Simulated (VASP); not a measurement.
A run of VASP 6.6.1 is set up as follows.

The input INCAR:

```
PREC = Accurate
ENCUT = 520
EDIFF = 1E-7
ISMEAR = 0
SIGMA = 0.03
LREAL = F
LASPH = T
NELM = 80
ALGO = Normal
ISIF = 2
LWAVE = F
LCHARG = F
METAGGA = R2SCAN
LMIXTAU = T
NBANDS = 16
```

Contents of KPOINTS:

```
regular mesh
0
Gamma
  10 10 10
```

The input POSCAR:

```
HgTe                                    
1.0
    0.0000000000      3.2580088205      3.2580088205
    3.2580088205      0.0000000000      3.2580088205
    3.2580088205      3.2580088205      0.0000000000
  Hg              Te            
     1     1
Direct
     0.0000000000000000    0.0000000000000000    0.0000000000000000
     0.2500000000000000    0.2500000000000000    0.2500000000000000
```

File KPOINTS_OPT:

```
explicit points
159
Reciprocal
 0.0000000000  0.0000000000  0.0000000000 1
 0.0357142857  0.0000000000  0.0357142857 1
 0.0714285714  0.0000000000  0.0714285714 1
 0.1071428571  0.0000000000  0.1071428571 1
 0.1428571429  0.0000000000  0.1428571429 1
 0.1785714286  0.0000000000  0.1785714286 1
[... 151 lines left out ...]
 0.4250000000  0.0000000000  0.4250000000 1
 0.4500000000  0.0000000000  0.4500000000 1
```

Potentials or basis: VASP PAW PBE potentials, release 64 (Hg, Te).

Command:

```bash
$ cat potpaw_PBE.64/Hg/POTCAR potpaw_PBE.64/Te/POTCAR > POTCAR
$ mpirun -np 1 vasp_std > vasp.out
```

Problem. Predict the band gap along the path.

Solution. None (metal or under the smearing width).

Problem. Estimate the pressure.

Solution. 1.2 GPa.

Levels at the corners of the path, in eV from the Fermi level:
```tsv
point	band 5	band 6	band 7	band 8	band 9	band 10	band 11	band 12	band 13	band 14
Γ	-6.97	-6.97	-0.49	-0.01	-0.01	-0.01	4.60	4.60	4.60	6.81
X	-6.90	-6.51	-5.46	-2.26	-2.26	2.08	2.79	8.61	9.34	9.34
X	-6.90	-6.51	-5.46	-2.26	-2.26	2.08	2.79	8.61	9.34	9.34
W	-7.00	-6.35	-5.54	-2.63	-2.55	3.31	4.89	5.74	6.51	10.01
W	-7.00	-6.35	-5.54	-2.63	-2.55	3.31	4.89	5.74	6.51	10.01
K	-6.94	-6.43	-5.48	-2.89	-1.88	2.47	4.30	7.40	7.61	8.11
K	-6.94	-6.43	-5.48	-2.89	-1.88	2.47	4.30	7.40	7.61	8.11
Γ	-6.97	-6.97	-0.49	-0.01	-0.01	-0.01	4.60	4.60	4.60	6.81
Γ	-6.97	-6.97	-0.49	-0.01	-0.01	-0.01	4.60	4.60	4.60	6.81
L	-6.95	-6.66	-5.49	-0.98	-0.98	0.94	5.39	5.39	7.15	8.30
L	-6.95	-6.66	-5.49	-0.98	-0.98	0.94	5.39	5.39	7.15	8.30
U	-6.94	-6.43	-5.48	-2.89	-1.88	2.47	4.30	7.40	7.61	8.11
U	-6.94	-6.43	-5.48	-2.89	-1.88	2.47	4.30	7.40	7.61	8.11
W	-7.00	-6.35	-5.54	-2.63	-2.55	3.31	4.89	5.74	6.51	10.01
W	-7.00	-6.35	-5.54	-2.63	-2.55	3.31	4.89	5.74	6.51	10.01
L	-6.95	-6.66	-5.49	-0.98	-0.98	0.94	5.39	5.39	7.15	8.30
L	-6.95	-6.66	-5.49	-0.98	-0.98	0.94	5.39	5.39	7.15	8.30
K	-6.94	-6.43	-5.48	-2.89	-1.88	2.47	4.30	7.40	7.61	8.11
U	-6.94	-6.43	-5.48	-2.89	-1.88	2.47	4.30	7.40	7.61	8.11
X	-6.90	-6.51	-5.46	-2.26	-2.26	2.08	2.79	8.61	9.34	9.34
```

Caveat: the PAW data sets were made with another functional, which shifts forces and pressure a little; spin-orbit coupling is left out, which moves the levels of the heavy elements.
